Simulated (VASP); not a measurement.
An input for Quantum ESPRESSO's pw.x (written as the equivalent of a VASP run, and not itself run):

```
&CONTROL
  calculation = 'scf'
  pseudo_dir = './pseudo'
  outdir = './out'
  tprnfor = .true.
  tstress = .true.
/
&SYSTEM
  ibrav = 0
  nat = 4
  ntyp = 2
  ecutwfc = 84
  occupations = 'smearing'
  smearing = 'fermi-dirac'
  degauss = 0.00735
  input_dft = 'pbesol'
/
&ELECTRONS
  conv_thr = 7.3e-08
  electron_maxstep = 100
/
ATOMIC_SPECIES
  Pt 195.084 Pt.upf
  Ga 69.723 Ga.upf
CELL_PARAMETERS angstrom
    -1.8156850    1.8156850    4.0443350
     1.8156850   -1.8156850    4.0443350
     1.8156850    1.8156850   -4.0443350
ATOMIC_POSITIONS crystal
  Pt   0.5000000  0.5000000  0.0000000
  Pt   0.7500000  0.2500000  0.5000000
  Pt   0.2500000  0.7500000  0.5000000
  Ga   0.0000000  0.0000000  0.0000000
K_POINTS automatic
  7 7 7 0 0 0
```

Translate this input to VASP (INCAR, KPOINTS, POSCAR, choice of POTCAR).

Several could match; the one computed here: 
**POSCAR**
```
GaPt3
1
   -1.8156850000     1.8156850000     4.0443350000
    1.8156850000    -1.8156850000     4.0443350000
    1.8156850000     1.8156850000    -4.0443350000
Pt Ga
3 1
Direct
  0.5000000000   0.5000000000   0.0000000000
  0.7500000000   0.2500000000   0.5000000000
  0.2500000000   0.7500000000   0.5000000000
  0.0000000000   0.0000000000   0.0000000000
```

INCAR:
```
# general
SYSTEM  = GaPt3
PREC    = Accurate
ENCUT   = 300   # plane-wave cut-off (eV)
LREAL   = F   # projection in real space or not
LASPH   = T   # aspherical one-centre terms

# electronic loop
EDIFF   = 1E-6   # SCF stop (eV)
NELM    = 100   # most electronic steps
ALGO    = Normal   # blocked Davidson
LMAXMIX = 6

# smearing
ISMEAR  = -1   # Fermi-Dirac
SIGMA   = 0.1   # width (eV)

# functional
GGA     = PS   # PBEsol

# ions
ISIF    = 2   # forces and stress, cell fixed

# output
LWAVE   = F
LCHARG  = F
```

KPOINTS:
```
Automatic mesh
0
Gamma
7 7 7
0 0 0
```

POTCAR, in this order: Pt Ga_d (PBE.64 set). Program: vasp_std.

Limits of the translation: the potentials are each code's own (VASP's PAW set, PseudoDojo norm-conserving files in pw.x), so ENCUT and ecutwfc are chosen apart and not converted; conv_thr bounds pw.x's estimated SCF error, while EDIFF bounds the energy change between steps.

The structure was generated: GaPt3 was put into an ordered model structure, which need not be its known phase. The cell was not relaxed at this level. The k-mesh is coarse (spacing up to 0.35 per Å, 2π included), so the numbers may not be converged in it. The run is one of a series of settings (GGA = PS against the base run), some of them coarse on purpose.
